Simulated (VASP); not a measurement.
# VPO5: structure and properties in VASP, part 2 of 9

What structure and properties does PBEsol + D3(BJ) + U give VPO5, and how near are they to the measured ones? The start is a computed cell from the Materials Project.

VASP 6.6.1; PBEsol with D3(BJ), DFT+U (V d 4 eV), spin-polarised from a ferromagnetic start; plane waves and PAW (V_sv, P, O).

So far: Set-up; Full relaxation (PBEsol + D3(BJ) + U).

## (2) Full relaxation (PBEsol + D3(BJ) + U) (continued)

OUTCAR, selected parts (step 2):

```text
ion  position               nearest neighbor table
   1  0.482  0.947  0.465-  13 1.60   8 1.86   9 1.89   6 1.89  11 1.90  14 2.39
   2  0.947  0.482  0.965-  14 1.60   5 1.86  12 1.89   7 1.89  10 1.90  13 2.39
   3  0.131  0.877  0.754-  11 1.52  12 1.52   6 1.53   5 1.54
   4  0.877  0.131  0.254-  10 1.52   9 1.52   7 1.53   8 1.54
   5  0.161  0.169  0.922-   3 1.54   2 1.86
   6  0.844  0.833  0.582-   3 1.53   1 1.89
   7  0.833  0.844  0.082-   4 1.53   2 1.89
   8  0.169  0.161  0.422-   4 1.54   1 1.86
   9  0.650  0.162  0.355-   4 1.52   1 1.89
  10  0.856  0.371  0.165-   4 1.52   2 1.90
  11  0.371  0.856  0.665-   3 1.52   1 1.90
  12  0.162  0.650  0.855-   3 1.52   2 1.89
  13  0.355  0.673  0.264-   1 1.60   2 2.39
  14  0.673  0.355  0.764-   2 1.60   1 2.39

  LATTYP: Found a base centered monoclinic cell.
 ALAT       =     7.2330410200
 B/A-ratio  =     0.9593432031
 C/A-ratio  =     0.9998901267
 COS(beta)  =    -0.4529002706

 Subroutine GETGRP returns: Found  2 space group operations
 (whereof  1 operations were pure point group operations)

The static configuration has the point symmetry C_1 .
 The point group associated with its full space group is C_1h.

 Found     47 irreducible k-points:

   k-points           NKPTS =     47   k-points in BZ     NKDIM =     47   number of bands    NBANDS=     72

   dimension x,y,z NGX =    40 NGY =   40 NGZ =   54
   dimension x,y,z NGXF=    80 NGYF=   80 NGZF=  108

   ENCUT  =  520.0 eV  38.22 Ry    6.18 a.u.   9.32  9.32 13.45*2*pi/ulx,y,z

   NELECT =      96.0000    total number of electrons

 k-points in reciprocal lattice and weights: Automatic mesh
   0.00000000  0.00000000  0.00000000       0.007
   0.16666667  0.00000000  0.00000000       0.028
   0.33333333 -0.00000000  0.00000000       0.028
   0.50000000 -0.00000000  0.00000000       0.014
   0.16666667  0.16666667  0.00000000       0.014
   0.33333333  0.16666667  0.00000000       0.028
   0.50000000  0.16666667  0.00000000       0.028
  -0.33333333  0.16666667 -0.00000000       0.028
  -0.16666667  0.16666667  0.00000000       0.014
[...]
-0.33333333  0.33333333  0.50000000       0.014
   0.50000000  0.50000000  0.50000000       0.007

 Edisp (eV)   -1.82684

atom =   1  type =  1  l = 2

 onsite density matrix

spin component  1

  0.2101  0.0660  0.0044  0.0420  0.0254
  0.0660  0.2721  0.0536  0.0276  0.0230
  0.0044  0.0536  0.3181  0.0664  0.0225
  0.0420  0.0276  0.0664  0.3783 -0.0001
  0.0254  0.0230  0.0225 -0.0001  0.3051

spin component  2

 occupancies and eigenvectors

  o =  0.1579  v =  0.0000  0.0000  0.0000  0.0000  0.0000  0.8049 -0.5158  0.2291 -0.1577 -0.0933      0.0000  0.0000  0.0000  0.0000  0.0000  0.0000  0.0000  0.0000  0.0000  0.0000
  o =  0.1579  v =  0.8049 -0.5158  0.2291 -0.1577 -0.0933  0.0000  0.0000  0.0000  0.0000  0.0000      0.0000  0.0000  0.0000  0.0000  0.0000  0.0000  0.0000  0.0000  0.0000  0.0000
  o =  0.2661  v = -0.4511 -0.6554  0.3733  0.1091  0.4644  0.0000  0.0000  0.0000  0.0000  0.0000      0.0000  0.0000  0.0000  0.0000  0.0000  0.0000  0.0000  0.0000  0.0000  0.0000
  o =  0.2661  v =  0.0000  0.0000  0.0000  0.0000  0.0000 -0.4511 -0.6554  0.3733  0.1091  0.4644      0.0000  0.0000  0.0000  0.0000  0.0000  0.0000  0.0000  0.0000  0.0000  0.0000
  o =  0.2758  v =  0.2358 -0.1645 -0.7193  0.4141  0.4779  0.0000  0.0000  0.0000  0.0000  0.0000      0.0000  0.0000  0.0000  0.0000  0.0000  0.0000  0.0000  0.0000  0.0000  0.0000
  o =  0.2758  v =  0.0000  0.0000  0.0000  0.0000  0.0000  0.2358 -0.1645 -0.7193  0.4141  0.4779      0.0000  0.0000  0.0000  0.0000  0.0000  0.0000  0.0000  0.0000  0.0000  0.0000
  o =  0.3279  v = -0.1790 -0.3762 -0.1400  0.5387 -0.7188  0.0000  0.0000  0.0000  0.0000  0.0000      0.0000  0.0000  0.0000  0.0000  0.0000  0.0000  0.0000  0.0000  0.0000  0.0000
  o =  0.3279  v =  0.0000  0.0000  0.0000  0.0000  0.0000 -0.1790 -0.3762 -0.1400  0.5387 -0.7188      0.0000  0.0000  0.0000  0.0000  0.0000  0.0000  0.0000  0.0000  0.0000  0.0000
  o =  0.4561  v =  0.2470  0.3685  0.5207  0.7082  0.1750  0.0000  0.0000  0.0000  0.0000  0.0000      0.0000  0.0000  0.0000  0.0000  0.0000  0.0000  0.0000  0.0000  0.0000  0.0000
  o =  0.4561  v =  0.0000  0.0000  0.0000  0.0000  0.0000  0.2470  0.3685  0.5207  0.7082  0.1750      0.0000  0.0000  0.0000  0.0000  0.0000  0.0000  0.0000  0.0000  0.0000  0.0000

atom =   2  type =  1  l = 2

 onsite density matrix

spin component  1

  0.2101  0.0660 -0.0044 -0.0420 -0.0254
  0.0660  0.2721 -0.0536 -0.0276 -0.0230
 -0.0044 -0.0536  0.3181  0.0664  0.0225
 -0.0420 -0.0276  0.0664  0.3783 -0.0001
 -0.0254 -0.0230  0.0225 -0.0001  0.3051

spin component  2

 occupancies and eigenvectors

  o =  0.1579  v =  0.0000  0.0000  0.0000  0.0000  0.0000  0.8049 -0.5158 -0.2291  0.1577  0.0933      0.0000  0.0000  0.0000  0.0000  0.0000  0.0000  0.0000  0.0000  0.0000  0.0000
  o =  0.1579  v =  0.8049 -0.5158 -0.2291  0.1577  0.0933  0.0000  0.0000  0.0000  0.0000  0.0000      0.0000  0.0000  0.0000  0.0000  0.0000  0.0000  0.0000  0.0000  0.0000  0.0000
  o =  0.2661  v = -0.4511 -0.6554 -0.3733 -0.1091 -0.4644  0.0000  0.0000  0.0000  0.0000  0.0000      0.0000  0.0000  0.0000  0.0000  0.0000  0.0000  0.0000  0.0000  0.0000  0.0000
  o =  0.2661  v =  0.0000  0.0000  0.0000  0.0000  0.0000 -0.4511 -0.6554 -0.3733 -0.1091 -0.4644      0.0000  0.0000  0.0000  0.0000  0.0000  0.0000  0.0000  0.0000  0.0000  0.0000
  o =  0.2758  v = -0.2358  0.1645 -0.7193  0.4141  0.4779  0.0000  0.0000  0.0000  0.0000  0.0000      0.0000  0.0000  0.0000  0.0000  0.0000  0.0000  0.0000  0.0000  0.0000  0.0000
  o =  0.2758  v =  0.0000  0.0000  0.0000  0.0000  0.0000 -0.2358  0.1645 -0.7193  0.4141  0.4779      0.0000  0.0000  0.0000  0.0000  0.0000  0.0000  0.0000  0.0000  0.0000  0.0000
  o =  0.3279  v =  0.1790  0.3762 -0.1400  0.5387 -0.7188  0.0000  0.0000  0.0000  0.0000  0.0000      0.0000  0.0000  0.0000  0.0000  0.0000  0.0000  0.0000  0.0000  0.0000  0.0000
  o =  0.3279  v =  0.0000  0.0000  0.0000  0.0000  0.0000  0.1790  0.3762 -0.1400  0.5387 -0.7188      0.0000  0.0000  0.0000  0.0000  0.0000  0.0000  0.0000  0.0000  0.0000  0.0000
  o =  0.4561  v = -0.2470 -0.3685  0.5207  0.7082  0.1750  0.0000  0.0000  0.0000  0.0000  0.0000      0.0000  0.0000  0.0000  0.0000  0.0000  0.0000  0.0000  0.0000  0.0000  0.0000
  o =  0.4561  v =  0.0000  0.0000  0.0000  0.0000  0.0000 -0.2470 -0.3685  0.5207  0.7082  0.1750      0.0000  0.0000  0.0000  0.0000  0.0000  0.0000  0.0000  0.0000  0.0000  0.0000

 average (electrostatic) potential at core
       1 -79.6390       2 -79.6390       3 -86.7869       4 -86.7869       5 -72.0843
       6 -72.0489       7 -72.0489       8 -72.0843       9 -71.8945      10 -71.8927
      11 -71.8927      12 -71.8945      13 -72.3684      14 -72.3684

 E-fermi :   2.4099

 spin component 1
 k-point     1 :       0.0000    0.0000    0.0000
  band No.  band energies     occupation
    ...
     44       1.2808      1.00000
     45       1.3772      1.00000
     46       1.4768      1.00000
     47       1.5909      1.00000
     48       1.9054      1.00000
     49       4.1140      0.00000
     50       4.4215      0.00000
     51       4.7747      0.00000
     52       4.9408      0.00000
     53       5.0505      0.00000
    ...

 k-point     2 :       0.1667    0.0000    0.0000
  band No.  band energies     occupation
    ...
     44       1.0895      1.00000
     45       1.3880      1.00000
     46       1.5043      1.00000
     47       1.6133      1.00000
     48       1.8561      1.00000
     49       4.1907      0.00000
     50       4.4879      0.00000
     51       4.8051      0.00000
     52       5.0095      0.00000
     53       5.0459      0.00000
    ...

 k-point     3 :       0.3333   -0.0000    0.0000
  band No.  band energies     occupation
    ...
     44       1.0363      1.00000
     45       1.2914      1.00000
     46       1.4503      1.00000
     47       1.6544      1.00000
     48       1.7948      1.00000
     49       4.2536      0.00000
     50       4.6238      0.00000
     51       4.8831      0.00000
     52       5.0462      0.00000
     53       5.0769      0.00000
    ...

 k-point     4 :       0.5000   -0.0000    0.0000
  band No.  band energies     occupation
    ...
     44       0.9967      1.00000
     45       1.3260      1.00000
     46       1.4247      1.00000
     47       1.5398      1.00000
     48       1.8241      1.00000
     49       4.2714      0.00000
     50       4.6721      0.00000
     51       4.9729      0.00000
     52       5.0028      0.00000
     53       5.1159      0.00000
    ...

 k-point     5 :       0.1667    0.1667    0.0000
  band No.  band energies     occupation
    ...
     44       1.1787      1.00000
     45       1.2922      1.00000
     46       1.4371      1.00000
     47       1.5748      1.00000
     48       1.8456      1.00000
     49       4.2561      0.00000
     50       4.5295      0.00000
     51       4.9003      0.00000
     52       5.0371      0.00000
     53       5.1260      0.00000
    ...

 k-point     6 :       0.3333    0.1667    0.0000
  band No.  band energies     occupation
    ...
     44       1.1079      1.00000
     45       1.2316      1.00000
     46       1.3451      1.00000
     47       1.6297      1.00000
     48       1.7503      1.00000
     49       4.3354      0.00000
     50       4.6357      0.00000
     51       5.0031      0.00000
     52       5.0161      0.00000
     53       5.1354      0.00000
    ...

 Edisp (eV)   -1.82692

  Total       0.00868     0.00444    -0.01563     0.00000     0.00000     0.00814
  in kB       0.08806     0.04501    -0.15856     0.00000     0.00000     0.08254
  external pressure =       -0.01 kB  Pullay stress =        0.00 kB

  energy-cutoff  :      520.00
  volume of cell :      157.94
      direct lattice vectors                 reciprocal lattice vectors
     3.617078714 -3.451421615 -0.035407126     0.138947460 -0.144867842  0.072976815
     3.617078714  3.451421615 -0.035407126     0.138947460  0.144867842  0.072976815
    -3.339470603  0.000000000  6.358333912     0.001547490  0.000000000  0.158086664

 POSITION                                       TOTAL-FORCE (eV/Angst)
 -----------------------------------------------------------------------------------
      3.62918      1.62320      2.92937         0.000624      0.009158     -0.000124
      1.95944     -1.62320      6.10854         0.000624     -0.009158     -0.000124
      1.12962      2.53669      4.76039        -0.000703     -0.002191      0.000764
      2.79935     -2.53669      1.58122        -0.000703      0.002191      0.000764
     -1.89270     -0.01080      5.90613         0.000857      0.003380      0.002153
      4.13274     -0.06651      3.59651         0.004663     -0.008184     -0.002513
      5.80247      0.06651      0.41734         0.004663      0.008184     -0.002513
     -0.22296      0.01080      2.72696         0.000857     -0.003380      0.002153
      1.73779     -1.62955      2.21176        -0.001680      0.000205      0.000553
      3.89215     -1.62380      1.02308        -0.001077     -0.000212     -0.002771
      2.22241      1.62380      4.20225        -0.001077      0.000212     -0.002771
      0.06805      1.62955      5.39093        -0.001680     -0.000205      0.000553
      2.82253      1.15447      1.61186        -0.002684     -0.004070      0.001937
      1.15280     -1.15447      4.79103        -0.002684      0.004070      0.001937
 -----------------------------------------------------------------------------------
    total drift:                               -0.000857     -0.000000     -0.002497

  FREE ENERGIE OF THE ION-ELECTRON SYSTEM (eV)
  ---------------------------------------------------
  free  energy   TOTEN  =      -108.5065631864 eV

  energy  without entropy=     -108.5065631864  energy(sigma->0) =     -108.50656319

 reached required accuracy - stopping structural energy minimisation

 total charge
# of ion       s       p       d       tot
------------------------------------------
    1        2.353   6.425   2.924  11.703
    2        2.353   6.425   2.924  11.703
    3        0.907   1.518   0.000   2.425
    4        0.907   1.518   0.000   2.425
    5        1.566   3.579   0.000   5.145
    6        1.562   3.593   0.000   5.156
    7        1.562   3.593   0.000   5.156
    8        1.566   3.579   0.000   5.145
    9        1.565   3.590   0.000   5.155
   10        1.563   3.596   0.000   5.159
   11        1.563   3.596   0.000   5.159
   12        1.565   3.590   0.000   5.155
   13        1.601   3.366   0.000   4.968
   14        1.601   3.366   0.000   4.968
--------------------------------------------------
tot         22.236  51.337   5.848  79.421

 magnetization (x)
# of ion       s       p       d       tot
------------------------------------------
    1        0.000  -0.000  -0.000  -0.000
    2        0.000  -0.000  -0.000  -0.000
    3       -0.000  -0.000   0.000  -0.000
    4       -0.000  -0.000   0.000  -0.000
    5       -0.000  -0.000   0.000  -0.000
    6       -0.000  -0.000   0.000  -0.000
    7       -0.000  -0.000   0.000  -0.000
    8       -0.000  -0.000   0.000  -0.000
    9        0.000   0.000   0.000   0.000
   10       -0.000   0.000   0.000   0.000
   11       -0.000   0.000   0.000   0.000
   12        0.000   0.000   0.000   0.000
   13       -0.000   0.000   0.000   0.000
   14       -0.000   0.000   0.000   0.000
--------------------------------------------------
tot         -0.000   0.000  -0.000   0.000

[... 1 further part left out ...]
```

The moments of the start collapse, so the state is non-magnetic; other starts or orders were not tried. The gap is read on the k-mesh alone, so it is an upper bound where the band edges lie off the mesh. The PAW data sets were made with PBE, which is usual practice but a small mismatch for other functionals. The run keeps the 2 symmetry operations of its start, so it cannot find a distortion of lower symmetry.

The steps of the relaxation (22 of 57):

```tsv
step	energy less that of the first step (eV)	largest force (eV/Å)	pressure (GPa)	volume (Å³)
1	0.0000	0.4694	1.49	161.81
4	-0.0162	0.2663	-0.30	162.34
6	-0.0196	0.1279	-0.30	162.12
9	-0.0257	0.2377	-0.08	160.92
12	-0.0292	0.2902	0.96	158.28
14	-0.0345	0.1328	0.45	159.11
17	-0.0392	0.1299	-0.13	158.57
20	-0.0417	0.0647	-0.03	158.51
22	-0.0423	0.0418	0.04	158.45
25	-0.0426	0.0493	0.00	158.49
28	-0.0431	0.0274	-0.12	158.53
30	-0.0435	0.0247	-0.01	158.38
33	-0.0436	0.0440	0.00	158.27
36	-0.0438	0.0143	0.01	158.20
38	-0.0439	0.0146	-0.06	158.17
41	-0.0440	0.0222	-0.05	158.14
44	-0.0441	0.0331	0.01	158.01
46	-0.0441	0.0268	0.05	157.97
49	-0.0441	0.0261	0.02	157.97
52	-0.0441	0.0167	-0.06	157.99
54	-0.0441	0.0104	-0.02	157.96
57	-0.0442	0.0097	0.00	157.94
```

```tsv
cell as run	before	after	change
a (Å)	5.012	5.000	-0.2 %
b (Å)	5.012	5.000	-0.2 %
c (Å)	7.232	7.182	-0.7 %
α (°)	109.08	110.04	+0.9 %
β (°)	109.08	110.04	+0.9 %
γ (°)	87.62	87.31	-0.4 %
volume (Å³/atom)	11.56	11.28	-2.4 %
```

The atoms that moved most (Å, as changes of fractional coordinates times the final cell):

```tsv
atom	dx	dy	dz	length
O13	-0.016	0.057	-0.033	0.068
O14	-0.016	-0.057	-0.033	0.068
O5	-0.006	-0.037	0.053	0.065
O8	-0.006	0.037	0.053	0.065
O9	-0.010	0.055	-0.020	0.060
O12	-0.010	-0.055	-0.020	0.060
O10	0.007	0.051	0.015	0.054
O11	0.007	-0.051	0.015	0.054
```

The relaxed structure:

```xyz
14
Lattice="3.6171 -3.4514 -0.0354 3.6171 3.4514 -0.0354 -3.3395 0.0000 6.3583" Properties=species:S:1:pos:R:3 pbc="T T T"
V     3.6292    1.6232    2.9294
V     1.9594   -1.6232    6.1085
P     1.1296    2.5367    4.7604
P     2.7994   -2.5367    1.5812
O    -1.8927   -0.0108    5.9061
O     4.1327   -0.0665    3.5965
O     5.8025    0.0665    0.4173
O    -0.2230    0.0108    2.7270
O     1.7378   -1.6296    2.2118
O     3.8921   -1.6238    1.0231
O     2.2224    1.6238    4.2023
O     0.0681    1.6296    5.3909
O     2.8225    1.1545    1.6119
O     1.1528   -1.1545    4.7910
```

This step gave:

```yaml
electrons: 96
bands: 72
irreducible_k_points: 47
symmetry_operations: 2
free_energy_toten: -108.5066 eV
fermi_energy: 2.410 eV
pressure: -8.50e-4 GPa
metallic: no
valence_top_at_k: 0.5, 0, 0.5
conduction_bottom_at_k: 0, 0, 0
least_direct_gap_at_k: 0, 0, 0
scf_cycles_over_all_ionic_steps: 336
gap_on_the_k_mesh: 2.113 eV
least_direct_gap_on_the_k_mesh: 2.209 eV
```

The spin moment in the PAW sphere vanishes on all atoms.

It ends with a largest force of 0.010 eV/Å and a pressure of 0.00 GPa.

(Continued in part 3 of 9.)

[Lines on the potential files, build, host, timing and source positions are cut from VASP's logs without a mark.]

[Logs are printed without paths, hosts, clocks, repeated set-up lines and the standing remarks that a program may print on its own settings, such as how far it seeks lower states.]

[Hosts, paths, dates, database ids (printed as entryN), source tags and the programs' standing remarks are cut or masked in the printed files.]

[A measured line is paired with the nearest computed mode of its activity, which favours agreement.]
